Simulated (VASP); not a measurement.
A run of VASP 6.6.1 is set up as follows.

POSCAR

```
RbAsPd
1.0
    4.4851688800      0.0000000000      0.0000000000
    0.0000000000      4.4851688800      0.0000000000
    0.0000000000      0.0000000000      8.2200910300
As Pd Rb
2 2 2
Direct
    0.0000000000      0.5000000000      0.1884000000
    0.5000000000      0.0000000000      0.8116000000
    0.0000000000      0.0000000000      0.0000000000
    0.5000000000      0.5000000000      0.0000000000
    0.0000000000      0.5000000000      0.6434000000
    0.5000000000      0.0000000000      0.3566000000
```

File INCAR.step1:

```
  PREC = Accurate
  ENCUT = 520
  ISMEAR = 1
  SIGMA = 0.1244
  LREAL = False
  LASPH = True
  NELM = 100
  NBANDS = 33
  GGA = PE
  ALGO = Normal
  EDIFF = 1E-4
  LWAVE = True
  LCHARG = False
```

INCAR.step2

```
  PREC = Accurate
  ENCUT = 520
  EDIFF = 1E-6
  ISMEAR = 1
  SIGMA = 0.1244
  LREAL = False
  LASPH = True
  NELM = 100
  ALGO = Normal
  ISIF = 2
  LWAVE = False
  LCHARG = True
  METAGGA = R2SCAN
  LMIXTAU = True
  LELF = True
  LVHAR = True
  NBANDS = 33
  ISTART = 1
```

File KPOINTS:

```
regular mesh
0
Gamma
  4 4 3
```

Potentials or basis: VASP PAW PBE potentials, release 64 (As, Pd, Rb_sv).

Command:

```console
$ cat potpaw_PBE.64/As/POTCAR potpaw_PBE.64/Pd/POTCAR potpaw_PBE.64/Rb_sv/POTCAR > POTCAR
$ cp INCAR.step1 INCAR
$ mpirun -np 1 vasp_std > vasp.out
$ cp INCAR.step2 INCAR
$ mpirun -np 1 vasp_std > vasp.out
```

Estimate the band gap on the k mesh.

none (metal or under the smearing width).

Estimate the largest force.

1.976 eV/Å.

What does it give for the pressure?

-5.3 GPa.

Stress tensor (GPa, compression positive):
```
-4.89  0.00  0.00
 0.00 -4.89  0.00
 0.00  0.00 -6.26
```

Caveat: the PAW data sets were made with another functional, which shifts forces and pressure a little.
